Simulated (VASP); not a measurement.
# A VASP study of Zr2Ir (LDA): structure first, properties next, part 6 of 6

What structure does Zr2Ir take at this level, and what are its properties? The start is a computed cell from the Materials Project.

VASP 6.6.1; LDA; plane waves and PAW (Zr_sv, Ir).

So far. Step 12 (Volume scan with LDA, volume scale 1.02): The run ends at a pressure of -3.32 GPa, with forces up to 0.11 eV/Å.

**13. Volume scan with LDA, volume scale 1.04**

INCAR reads:

```
SYSTEM = Zr2Ir
PREC = Accurate
ENCUT = 400
EDIFF = 1E-06
NELM = 100
ISMEAR = 1
SIGMA = 0.2
LREAL = .FALSE.
ALGO = Normal
GGA = CA
NBANDS = 40
LASPH = .TRUE.
LORBIT = 11
LWAVE = .FALSE.
LCHARG = .FALSE.
KPAR = 4
ISIF = 2
```

POSCAR reads:

```
Zr2Ir
1.0
   -3.2491647084      3.2491647084      2.8464344977
    3.2491647084     -3.2491647084      2.8464344977
    3.2491647084      3.2491647084     -2.8464344977
Zr Ir
4 2
Direct
    0.6687102554      0.1687102554      0.8374205108
    0.3312897446      0.8312897446      0.1625794892
    0.8312897446      0.6687102554      0.5000000000
    0.1687102554      0.3312897446      0.5000000000
    0.7500000000      0.7500000000      0.0000000000
    0.2500000000      0.2500000000      0.0000000000
```

KPOINTS reads:

```
Automatic mesh
0
Gamma
5 5 5
0 0 0
```

The projector-augmented-wave data sets are Zr_sv and Ir (LDA family, release 64).

On the command line:

```bash
> mpirun -np 4 vasp_std
```

Log:

```text
[... set-up lines as in an earlier step ...]
 entering main loop
       N       E                     dE             d eps       ncg     rms          rms(c)
DAV:   1     0.651457657570E+03    0.65146E+03   -0.28810E+04  1440   0.136E+03
DAV:   2     0.123524252198E+01   -0.65022E+03   -0.62895E+03  1488   0.467E+02
DAV:   3    -0.591510260882E+02   -0.60386E+02   -0.58176E+02  2424   0.113E+02
DAV:   4    -0.644994051879E+02   -0.53484E+01   -0.52887E+01  2216   0.303E+01
[...]
DAV:  12    -0.618430277535E+02    0.98513E-05   -0.76322E-05  1960   0.467E-02    0.183E-02
DAV:  13    -0.618430266542E+02    0.10993E-05   -0.71421E-06  1976   0.179E-02    0.307E-03
DAV:  14    -0.618430265246E+02    0.12966E-06   -0.45760E-07  1128   0.477E-03
   1 F= -.61843027E+02 E0= -.61842057E+02  d E =-.290944E-02
```

It took 17 s on 4 MPI ranks of AMD EPYC 7R43, shared host; peak memory 0.68 GiB.

From OUTCAR (step 13):

```text
  Total       -4.7643332     -4.7643332     -4.7463303      0.0000000     -0.0000000      0.0000000
  in kB      -63.5050223    -63.5050223    -63.2650558      0.0000000     -0.0000000      0.0000000
  external PRESSURE =     -63.4250335 kB  Pullay stress =       0.0000000 kB

 POSITION                                       TOTAL-FORCE (eV/Angst)
 -----------------------------------------------------------------------------------
      1.09633      4.34550      0.00000         0.150426      0.150426     -0.000000
      2.15283     -1.09633      2.84643        -0.150426     -0.150426      0.000000
      1.09633      2.15283      2.84643         0.150426     -0.150426      0.000000
      2.15283      1.09633      0.00000        -0.150426      0.150426      0.000000
      0.00000      0.00000      4.26965        -0.000000      0.000000      0.000000
      0.00000      0.00000      1.42322         0.000000     -0.000000      0.000000
 -----------------------------------------------------------------------------------
    total drift:                                0.000000      0.000000     -0.000000

  FREE ENERGIE OF THE ION-ELECTRON SYSTEM (eV)
  ---------------------------------------------------
  free  energy   TOTEN  =       -61.8430265246 eV

  energy  without entropy=      -61.8401170853  energy(sigma->0) =      -61.84205671

[... 1 part as in an earlier step ...]

[... 2 further parts left out ...]
[key lines of the parts left out:]
E-fermi :   8.9798
```

The pressure falls from -3.32 to -6.34 GPa.

The run ends at a pressure of -6.34 GPa, with forces up to 0.21 eV/Å.

**14. Volume scan with LDA, volume scale 1.06**

A prediction first. A parabola through the 6 pressures of evenly scaled cells so far, P = -0.01 -175.8 t +372 t² GPa with t = ln(V/V₁) and V₁ the volume at scale 1, gives -8.99 GPa at t = +0.0583.

INCAR is that of step 13.

POSCAR: that of step 13 with these lines changed.

```diff
@@ -2,5 +2,5 @@
 1.0
-   -3.2491647084      3.2491647084      2.8464344977
-    3.2491647084     -3.2491647084      2.8464344977
-    3.2491647084      3.2491647084     -2.8464344977
+   -3.2698605830      3.2698605830      2.8645651426
+    3.2698605830     -3.2698605830      2.8645651426
+    3.2698605830      3.2698605830     -2.8645651426
 Zr Ir
```

KPOINTS is that of step 13.

On the command line:

```bash
> mpirun -np 4 vasp_std
```

Log:

```text
[... set-up lines as in an earlier step ...]
 entering main loop
       N       E                     dE             d eps       ncg     rms          rms(c)
DAV:   1     0.650217533162E+03    0.65022E+03   -0.28775E+04  1440   0.136E+03
DAV:   2     0.110024919124E+01   -0.64912E+03   -0.62699E+03  1464   0.467E+02
DAV:   3    -0.588904339247E+02   -0.59991E+02   -0.57907E+02  2416   0.112E+02
DAV:   4    -0.644691475688E+02   -0.55787E+01   -0.54951E+01  2216   0.305E+01
[...]
DAV:  12    -0.617346924015E+02    0.83619E-05   -0.79634E-05  1928   0.466E-02    0.221E-02
DAV:  13    -0.617346901609E+02    0.22406E-05   -0.14244E-05  1976   0.245E-02    0.367E-03
DAV:  14    -0.617346899843E+02    0.17656E-06   -0.85163E-07  1152   0.632E-03
   1 F= -.61734690E+02 E0= -.61733641E+02  d E =-.314761E-02
```

Elapsed: 17 s, on 4 MPI ranks; peak memory 0.67 GiB.

Parts of OUTCAR (step 14):

```text
  Total       -6.9442643     -6.9442643     -6.8943632      0.0000000      0.0000000      0.0000000
  in kB      -90.8154330    -90.8154330    -90.1628378      0.0000000      0.0000000      0.0000000
  external PRESSURE =     -90.5979012 kB  Pullay stress =       0.0000000 kB

 POSITION                                       TOTAL-FORCE (eV/Angst)
 -----------------------------------------------------------------------------------
      1.10332      4.37318      0.00000         0.217114      0.217114      0.000000
      2.16654     -1.10332      2.86457        -0.217114     -0.217114     -0.000000
      1.10332      2.16654      2.86457         0.217114     -0.217114     -0.000000
      2.16654      1.10332      0.00000        -0.217114      0.217114     -0.000000
      0.00000      0.00000      4.29685         0.000000     -0.000000     -0.000000
      0.00000      0.00000      1.43228         0.000000      0.000000     -0.000000
 -----------------------------------------------------------------------------------
    total drift:                                0.000000      0.000000     -0.000000

  FREE ENERGIE OF THE ION-ELECTRON SYSTEM (eV)
  ---------------------------------------------------
  free  energy   TOTEN  =       -61.7346899843 eV

  energy  without entropy=      -61.7315423776  energy(sigma->0) =      -61.73364078

[... 1 part as in an earlier step ...]

[... 2 further parts left out ...]
[key lines of the parts left out:]
E-fermi :   8.7509
```

The pressure falls from -6.34 to -9.06 GPa. The parabola predicted -8.99 GPa, +0.07 GPa off.

**15. Comparing the runs**

Times are for 4 MPI ranks of AMD EPYC 7R43, shared host. Results by setting:

| no. | volume scale | energy above the lowest point (meV/atom) | pressure (GPa) | time | memory (GiB) |
| --- | --- | --- | --- | --- | --- |
| 1 | 0.94 | 43.64 | 12.30 | 16 s | 0.68 |
| 2 | 0.96 | 19.06 | 7.774 | 17 s | 0.68 |
| 3 | 0.98 | 4.86 | 3.688 | 16 s | 0.67 |
| 4 | 1 | 0 | -0.001237 | 16 s | 0.68 |
| 5 | 1.02 | 3.62 | -3.325 | 16 s | 0.69 |
| 6 | 1.04 | 14.87 | -6.343 | 17 s | 0.68 |
| 7 | 1.06 | 32.94 | -9.060 | 17 s | 0.67 |

**16. Fit for LDA**

This step: Birch-Murnaghan fit, LDA; plane waves and PAW (VASP 6.6.1).

No new run; the numbers come from the runs before.

This step gave:

```yaml
pressure_derivative_of_the_bulk_modulus: 4.176
r_m_s_error_of_the_fit: 1.02e-5 eV/atom
minimum_inside_the_sampled_range: yes
bulk_modulus: 174.6 GPa
equilibrium_volume_of_the_fit: 19.28 Å³/atom
```

Table of energy above the fitted minimum by volume:

| volume (Å³/atom) | energy above the fitted minimum (eV/atom) |
| --- | --- |
| 18.107 | 0.0436 |
| 18.492 | 0.0191 |
| 18.878 | 0.00485 |
| 19.263 | -3.0e-6 |
| 19.648 | 0.00362 |
| 20.033 | 0.0149 |
| 20.419 | 0.0329 |

The fitted volume lies +0.11 % from the relaxed one. At a finite cutoff and mesh the minimum of the energy and the zero of the stress don't quite coincide, and the relaxation stops at a threshold. The atoms bear forces along the scan, since they were held; freeing them would lower the modulus.

**17. Independent-particle dielectric function (LDA)**

This step: LDA; plane waves and PAW (Zr_sv, Ir) (VASP 6.6.1).

LOPTICS sums transitions from filled to empty bands. The mesh is finer than in the run before. NBANDS is raised for it.

INCAR: that of step 14 with these lines changed.

```diff
@@ -10,3 +10,3 @@
 GGA = CA
-NBANDS = 40
+NBANDS = 81
 LASPH = .TRUE.
@@ -16,2 +16,4 @@
 KPAR = 4
-ISIF = 2
+LOPTICS = .TRUE.
+NEDOS = 1500
+CSHIFT = 0.1
```

POSCAR: that of step 14 with these lines changed.

```diff
@@ -2,5 +2,5 @@
 1.0
-   -3.2698605830      3.2698605830      2.8645651426
-    3.2698605830     -3.2698605830      2.8645651426
-    3.2698605830      3.2698605830     -2.8645651426
+   -3.2069629874      3.2069629874      2.8094636313
+    3.2069629874     -3.2069629874      2.8094636313
+    3.2069629874      3.2069629874     -2.8094636313
 Zr Ir
```

KPOINTS reads:

```
Automatic mesh
0
Gamma
8 8 8
0 0 0
```

On the command line:

```bash
> mpirun -np 4 vasp_std
```

Log:

```text
[... set-up lines as in an earlier step ...]
 entering main loop
       N       E                     dE             d eps       ncg     rms          rms(c)
DAV:   1     0.602459281447E+03    0.60246E+03   -0.24407E+04  9558   0.676E+02
DAV:   2    -0.118849555306E+02   -0.61434E+03   -0.55197E+03 10088   0.250E+02
DAV:   3    -0.604912632101E+02   -0.48606E+02   -0.46200E+02 13868   0.658E+01
DAV:   4    -0.646479332554E+02   -0.41567E+01   -0.40489E+01 14180   0.152E+01
DAV:   5    -0.647231130257E+02   -0.75180E-01   -0.75165E-01 12540   0.245E+00    0.300E+01
DAV:   6    -0.624337740176E+02    0.22893E+01   -0.13550E+00 11457   0.536E+00    0.123E+01
DAV:   7    -0.619773415796E+02    0.45643E+00   -0.10591E+00 13476   0.480E+00    0.228E+00
DAV:   8    -0.619281904579E+02    0.49151E-01   -0.97246E-02 14153   0.180E+00    0.141E+00
DAV:   9    -0.619207656892E+02    0.74248E-02   -0.29924E-02 13507   0.789E-01    0.163E-01
DAV:  10    -0.619208178003E+02   -0.52111E-04   -0.15211E-03 12769   0.155E-01    0.528E-02
DAV:  11    -0.619208213773E+02   -0.35770E-05   -0.68481E-05 12650   0.313E-02    0.297E-02
DAV:  12    -0.619208179717E+02    0.34056E-05   -0.78162E-06 12143   0.133E-02    0.813E-03
DAV:  13    -0.619208178094E+02    0.16233E-06   -0.70080E-07  7092   0.360E-03
   1 F= -.61920818E+02 E0= -.61918630E+02  d E =-.656369E-02
 optical routines
 imaginary and real dielectric function
 recalculating local potential from charge density
 direction            1
 direction            2
 direction            3
```

It took 88 s on 4 MPI ranks; peak memory 2.6 GiB.

Parts of OUTCAR (step 17):

```text
   k-points           NKPTS =     59   k-points in BZ     NKDIM =     59   number of bands    NBANDS=     81

   NELECT =      66.0000    total number of electrons

 E-fermi :   9.4853

 k-point     1 :       0.0000    0.0000    0.0000
  band No.  band energies     occupation
    ...
     27       7.4764      2.00000
     28       8.2004      2.00000
     29       8.7573      2.00000
     30       8.7573      2.00000
     31       9.1474      2.03800
     32       9.9507     -0.00484
     33       9.9671     -0.00345
     34       9.9671     -0.00345
     35       9.9718     -0.00312
     36       9.9718     -0.00312
    ...

  Total        0.0144390      0.0144390     -0.0897231      0.0000000     -0.0000000      0.0000000
  in kB        0.2001593      0.2001593     -1.2437799      0.0000000     -0.0000000      0.0000000
  external PRESSURE =      -0.2811538 kB  Pullay stress =       0.0000000 kB

 POSITION                                       TOTAL-FORCE (eV/Angst)
 -----------------------------------------------------------------------------------
      1.08210      4.28906      0.00000        -0.038764     -0.038764     -0.000000
      2.12487     -1.08210      2.80946         0.038764      0.038764     -0.000000
      1.08210      2.12487      2.80946        -0.038764      0.038764      0.000000
      2.12487      1.08210      0.00000         0.038764     -0.038764      0.000000
      0.00000      0.00000      4.21420        -0.000000      0.000000     -0.000000
      0.00000      0.00000      1.40473        -0.000000      0.000000     -0.000000
 -----------------------------------------------------------------------------------
    total drift:                                0.000000      0.000000     -0.000000

  FREE ENERGIE OF THE ION-ELECTRON SYSTEM (eV)
  ---------------------------------------------------
  free  energy   TOTEN  =       -61.9208178094 eV

  energy  without entropy=      -61.9142541229  energy(sigma->0) =      -61.91862991

 plasma frequency squared (from intraband transitions) (eV^2)
  --------------------------------------------------------------------------------------
      10.650       0.000       0.000
       0.000      10.650       0.000
      -0.000       0.000      17.622

[... 8 parts as in an earlier step ...]

[... 8 further parts left out ...]
```

These are independent-particle spectra without excitons or local fields, and fine structure depends on the mesh and on CSHIFT. The intraband (Drude) part is not in this spectrum.

Numbers from this step:

```yaml
scf_cycles: 13
bands: 81
irreducible_k_points: 59
free_energy_toten: -61.9208 eV
energy_at_zero_smearing: -61.9186 eV
fermi_energy: 9.485 eV
pressure: -0.02812 GPa
```

The imaginary dielectric function has structure finer than the step of the table below, so its rows give means over 1 eV, whole bins alone (the curve runs from 0 to 25.0 eV). Peaks (eV: height): xx 0.3: 120; zz 0.2: 101.

Table of imaginary dielectric function by photon energy; means over each step:

| photon energy (eV) | xx | zz |
| --- | --- | --- |
| 1 | 53.4 | 43.8 |
| 2 | 24.4 | 22.6 |
| 3 | 15.6 | 19.8 |
| 4 | 14.4 | 14.7 |
| 5 | 11.2 | 9.28 |
| 6 | 7.09 | 6.25 |
| 7 | 6.13 | 5.57 |
| 8 | 3.79 | 3.44 |
| 9 | 3.29 | 3.10 |
| 10 | 2.60 | 2.58 |
| 11 | 2.02 | 2.30 |
| 12 | 2.03 | 2.02 |
| 13 | 1.84 | 1.63 |
| 14 | 1.30 | 1.23 |
| 15 | 1.07 | 1.06 |
| 16 | 1.05 | 1.17 |
| 17 | 0.903 | 1.03 |
| 18 | 0.749 | 1.31 |
| 19 | 0.763 | 1.26 |
| 20 | 0.774 | 0.852 |
| 21 | 0.702 | 0.647 |
| 22 | 0.628 | 0.517 |
| 23 | 0.521 | 0.439 |
| 24 | 0.362 | 0.316 |

The real dielectric function by photon energy:

| photon energy (eV) | xx | zz |
| --- | --- | --- |
| 0.0 | 223 | 183 |
| 0.5 | 36.9 | 31.8 |
| 1.0 | 2.59 | 11.4 |
| 1.5 | 1.33 | 7.42 |
| 2.0 | 1.06 | 3.11 |
| 2.5 | -1.56 | 5.40 |
| 3.0 | 1.56 | 2.27 |
| 3.5 | 0.933 | -2.10 |
| 4.0 | -0.142 | -3.16 |
| 4.5 | -2.31 | -4.42 |
| 5.0 | -3.70 | -3.82 |
| 5.5 | -3.87 | -3.85 |
| 6.0 | -3.66 | -2.55 |
| 6.5 | -2.50 | -2.19 |
| 7.0 | -2.24 | -2.75 |
| 7.5 | -3.83 | -2.95 |
| 8.0 | -2.80 | -2.13 |
| 8.5 | -1.92 | -1.79 |
| 9.0 | -1.47 | -0.580 |
| 9.5 | -2.05 | -1.62 |
| 10.0 | -1.43 | -1.08 |
| 10.5 | -1.42 | -0.777 |
| 11.0 | -1.08 | -1.18 |
| 11.5 | -0.762 | -0.709 |
| 12.0 | -0.682 | -0.707 |
| 12.5 | -0.724 | -0.753 |
| 13.0 | -0.867 | -0.608 |
| 13.5 | -0.899 | -0.619 |
| 14.0 | -0.676 | -0.415 |
| 14.5 | -0.532 | -0.208 |
| 15.0 | -0.329 | -0.195 |
| 15.5 | -0.232 | 0.149 |
| 16.0 | -0.0635 | 0.257 |
| 16.5 | -0.148 | 0.0206 |
| 17.0 | -0.154 | 0.296 |
| 17.5 | -0.0317 | 0.369 |
| 18.0 | 0.117 | 0.494 |
| 18.5 | 0.184 | 0.123 |
| 19.0 | 0.300 | 0.0527 |
| 19.5 | 0.287 | -0.184 |
| 20.0 | 0.286 | -0.0501 |
| 20.5 | 0.309 | 0.0723 |
| 21.0 | 0.349 | 0.0716 |
| 21.5 | 0.351 | 0.205 |
| 22.0 | 0.398 | 0.310 |
| 22.5 | 0.398 | 0.372 |
| 23.0 | 0.438 | 0.395 |
| 23.5 | 0.479 | 0.498 |
| 24.0 | 0.583 | 0.589 |
| 24.5 | 0.733 | 0.705 |

**18. Summary of results**

- relaxed volume: 19.26 Å³/atom
- relaxed conventional cell a, b, c: 6.414, 6.414, 5.619 Å
- space group after relaxing, within 0.02 Å: I4/mcm (No. 140)
- band gap: none, a metal
- DOS at the Fermi level: 7.69 states/eV/cell
- highest zone-centre mode: 217 cm⁻¹
- bulk modulus from the fit: 175 GPa
- volume from the fit: 19.3 Å³/atom

**Reading.** With LDA, Zr2Ir relaxes to 19.26 Å³/atom in space group I4/mcm (held by the symmetry of the run), comes out as a metal and has a bulk modulus of 175 GPa at fixed shape and positions, an upper bound. Bands along the symmetry lines (LDA): Of the bands kept, 4 cross the Fermi level on this path. Vibrations at Γ (LDA): The highest mode in this list at Γ, 216.9 cm⁻¹, has its largest share on Zr (53 % of the kinetic energy). Spin-orbit coupling is left out, and with elements this heavy it would split and shift bands near the Fermi level. The k-sampling is coarse for a metal, so the Fermi level, pressures and the shape of the cell carry errors. Modes at Γ alone can't show that the crystal is stable at other wave vectors. No search among competing phases was made, and a listed structure need not be the one stable at ambient conditions. All values are for a static lattice at zero temperature.

[Lines on the potential files, build, host, timing and source positions are cut from VASP's logs without a mark.]

[Logs are printed without paths, hosts, clocks, repeated set-up lines and the standing remarks that a program may print on its own settings, such as how far it seeks lower states.]

[Hosts, paths, dates, database ids (printed as entryN), source tags and the programs' standing remarks are cut or masked in the printed files.]

[A measured line is paired with the nearest computed mode of its activity, which favours agreement.]
